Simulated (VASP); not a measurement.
Level of theory: TPSS meta-GGA, VASP's PBE PAW potentials (set 64) (plane waves; VASP).

VASP ran on this input.

KPOINTS_OPT:
```
k-points along high-symmetry lines
10
Line-mode
Reciprocal
  0.000000   0.000000   0.000000 ! GAMMA
  0.500000   0.000000   0.500000 ! X

  0.500000   0.000000   0.500000 ! X
  0.625000   0.250000   0.625000 ! U

  0.375000   0.375000   0.750000 ! K
  0.000000   0.000000   0.000000 ! GAMMA

  0.000000   0.000000   0.000000 ! GAMMA
  0.500000   0.500000   0.500000 ! L

  0.500000   0.500000   0.500000 ! L
  0.500000   0.250000   0.750000 ! W

  0.500000   0.250000   0.750000 ! W
  0.500000   0.000000   0.500000 ! X
```

### POSCAR
```
NaCl
1
    0.0000000000     2.8493863013     2.8493863013
    2.8493863013     0.0000000000     2.8493863013
    2.8493863013     2.8493863013     0.0000000000
Na Cl
1 1
Direct
  0.0000000000   0.0000000000   0.0000000000
  0.5000000000   0.5000000000   0.5000000000
```

### KPOINTS
```
Automatic mesh
0
Gamma
9 9 9
0 0 0
```

### INCAR
```
! general
SYSTEM  = NaCl
PREC    = Accurate
ENCUT   = 520   ! plane-wave cut-off (eV)
LREAL   = F   ! projection in real space or not
LASPH   = T   ! aspherical one-centre terms

! electronic loop
EDIFF   = 1E-7
NELM    = 100
ALGO    = Normal
LMIXTAU = T

! smearing
ISMEAR  = -5   ! tetrahedra, Bloechl

! functional
METAGGA = TPSS

! ions
ISIF    = 2

! output
LWAVE   = F
LCHARG  = F
LORBIT  = 11
NEDOS   = 601
```

POTCAR, in this order: Na_pv Cl (PBE.64 set). Program: vasp_std.

The resulting files:

OSZICAR:
```
       N       E                     dE             d eps       ncg     rms          rms(c)
DAV:   1     0.968550074975E+02    0.96855E+02   -0.77120E+03   770   0.137E+03
DAV:   2    -0.244292935970E+01   -0.99298E+02   -0.93114E+02   855   0.304E+02
DAV:   3    -0.125064854328E+02   -0.10064E+02   -0.99679E+01   953   0.979E+01
DAV:   4    -0.127616507105E+02   -0.25517E+00   -0.25494E+00   892   0.156E+01
DAV:   5    -0.127664194073E+02   -0.47687E-02   -0.47682E-02   948   0.228E+00    0.301E+00
DAV:   6    -0.157027511369E+02   -0.29363E+01   -0.37047E+00   773   0.303E+01    0.125E+00
DAV:   7    -0.156851600108E+02    0.17591E-01   -0.55606E-01   890   0.126E+01    0.805E-01
DAV:   8    -0.158850789267E+02   -0.19992E+00   -0.17082E-01   809   0.563E+00    0.753E-01
DAV:   9    -0.158887673794E+02   -0.36885E-02   -0.59798E-03   866   0.102E+00    0.654E-01
DAV:  10    -0.158955434202E+02   -0.67760E-02   -0.15710E-02   788   0.136E+00    0.140E-01
DAV:  11    -0.158983065603E+02   -0.27631E-02   -0.30914E-03   863   0.503E-01    0.145E-01
DAV:  12    -0.158973593813E+02    0.94718E-03   -0.42870E-04   845   0.315E-01    0.633E-02
DAV:  13    -0.158983608990E+02   -0.10015E-02   -0.34200E-04   794   0.205E-01    0.432E-02
DAV:  14    -0.158984153265E+02   -0.54427E-04   -0.25154E-05   845   0.790E-02    0.329E-02
DAV:  15    -0.158984092316E+02    0.60949E-05   -0.86955E-06   872   0.379E-02    0.660E-03
DAV:  16    -0.158984194098E+02   -0.10178E-04   -0.37248E-06   782   0.269E-02    0.130E-03
DAV:  17    -0.158984188368E+02    0.57299E-06   -0.74715E-07   851   0.107E-02    0.831E-04
DAV:  18    -0.158984197580E+02   -0.92124E-06   -0.99287E-08   789   0.454E-03    0.691E-04
DAV:  19    -0.158984195706E+02    0.18745E-06   -0.11846E-08   421   0.166E-03    0.127E-04
DAV:  20    -0.158984196429E+02   -0.72362E-07   -0.41386E-09   394   0.898E-04
   1 F= -.15898420E+02 E0= -.15898420E+02  d E =0.000000E+00
       N       E                     dE             ncg
       N       E                     dE             ncg
```

File OUTCAR:
```
------------------------ aborting loop because EDIFF is reached ----------------------------------------
  FORCE on cell =-STRESS in cart. coord.  units (eV):
  Direction    XX          YY          ZZ          XY          YZ          ZX
  --------------------------------------------------------------------------------------
  Total       -0.0080293     -0.0080293     -0.0080293      0.0000000      0.0000000     -0.0000000
  in kB       -0.2780391     -0.2780391     -0.2780391      0.0000000      0.0000000     -0.0000000
  external PRESSURE =      -0.2780391 kB  Pullay stress =       0.0000000 kB
  volume of cell :       46.27
      direct lattice vectors                 reciprocal lattice vectors
     0.000000000  2.849386301  2.849386301    -0.175476382  0.175476382  0.175476382
     2.849386301  0.000000000  2.849386301     0.175476382 -0.175476382  0.175476382
     2.849386301  2.849386301  0.000000000     0.175476382  0.175476382 -0.175476382
  FREE ENERGIE OF THE ION-ELECTRON SYSTEM (eV)
  ---------------------------------------------------
  free  energy   TOTEN  =       -15.8984196429 eV

  energy  without entropy=      -15.8984196429  energy(sigma->0) =      -15.89841964

 total charge

# of ion       s       p       d       tot
------------------------------------------
    1        0.037   5.983   0.000   6.020
    2        1.564   3.578   0.000   5.142
--------------------------------------------------
tot          1.602   9.560   0.000  11.162
```
(Selected blocks of OUTCAR.)

### OUTCAR
```
 val. band max:       -1.0544442416   @ k =   0.0000   0.0000   0.0000

 cond. band min:       4.2978283958   @ k =   0.0000   0.0000   0.0000


 Fermi energy:        -1.0291331102

 k-point     1 :       0.0000    0.0000    0.0000
  band No.  band energies     occupation
      1     -22.1011      2.00000
      2     -22.1011      2.00000
      3     -22.1011      2.00000
      4     -13.9203      2.00000
      5      -1.0544      2.00000
      6      -1.0544      2.00000
      7      -1.0544      2.00000
      8       4.2978      0.00000
      9      10.3371      0.00000
     10      10.3371      0.00000
     11      10.3371      0.00000

 k-point     2 :       0.1111    0.0000    0.0000
  band No.  band energies     occupation
      1     -22.1041      2.00000
      2     -22.1013      2.00000
      3     -22.1013      2.00000
      4     -13.8865      2.00000
      5      -1.3312      2.00000
      6      -1.0849      2.00000
      7      -1.0849      2.00000
      8       4.6830      0.00000
      9       9.8594      0.00000
     10      10.4923      0.00000
     11      10.4923      0.00000

 k-point     3 :       0.2222    0.0000    0.0000
  band No.  band energies     occupation
      1     -22.1114      2.00000
      2     -22.1019      2.00000
      3     -22.1019      2.00000
      4     -13.7991      2.00000
      5      -1.9263      2.00000
      6      -1.1600      2.00000
      7      -1.1600      2.00000
      8       5.5261      0.00000
      9       9.2466      0.00000
     10      10.6418      0.00000
     11      10.6418      0.00000

 k-point     4 :       0.3333    0.0000    0.0000
  band No.  band energies     occupation
      1     -22.1196      2.00000
      2     -22.1025      2.00000
      3     -22.1025      2.00000
      4     -13.6963      2.00000
      5      -2.4928      2.00000
      6      -1.2423      2.00000
      7      -1.2423      2.00000
      8       6.2107      0.00000
      9       9.2132      0.00000
...
```

The compound is NaCl in the rock salt structure. It was relaxed first.
